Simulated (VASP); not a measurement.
Here is the system:

```
CELL_PARAMETERS angstrom
      0.00000     2.69502     2.69502
      2.69502     0.00000     2.69502
      2.69502     2.69502     0.00000
ATOMIC_POSITIONS crystal
  Ga 0.00000 0.00000 0.00000
  P  0.25000 0.25000 0.25000
```

Computed with LDA (Ceperley-Alder, Perdew-Zunger), VASP's LDA PAW potentials (set 64) (plane waves; VASP 6.6.1). Settings: 400 eV cut-off, 15×15×15 Γ-centred mesh, Gaussian smearing of 0.010 eV, potentials Ga_d P.

Give the direction-averaged independent-particle dielectric function (no local fields, no excitons; a broadening of 0.1 eV leaves a tail below the gap, and fine structure carries the noise of the k-mesh).

```csv
ħω (eV),ε₁,ε₂
0.00,11.29,0.00
0.20,11.31,0.03
0.40,11.39,0.05
0.60,11.52,0.08
0.80,11.70,0.11
1.00,11.96,0.15
1.20,12.29,0.19
1.40,12.74,0.26
1.60,13.34,0.36
1.80,14.14,0.66
2.00,14.74,0.87
2.20,16.33,1.22
2.40,17.46,2.81
2.60,20.36,3.94
2.80,19.20,10.64
3.00,17.20,10.35
3.20,16.52,10.62
3.40,16.54,12.54
3.60,17.09,13.02
3.80,16.67,17.19
4.00,13.16,19.62
4.20,14.53,21.41
4.40,7.59,31.42
4.60,-1.26,23.06
4.80,-1.83,23.85
5.00,-12.31,19.47
5.20,-7.81,11.02
5.40,-5.18,10.25
5.60,-3.03,11.02
5.80,-5.47,11.40
6.00,-3.94,10.36
6.20,-6.44,12.12
6.40,-8.80,8.24
6.60,-7.50,5.38
6.80,-5.69,4.58
7.00,-4.92,4.32
7.20,-4.53,4.25
7.40,-4.66,4.18
7.60,-4.01,3.49
7.90,-3.99,3.25
```
ε₂ peaks at 4.4 eV (height 31.4); ε₁(0) averages 11.29, so the electronic refractive index below the gap tends to √11.29 = 3.36.

The compound is GaP in the zinc blende structure. It was relaxed first.
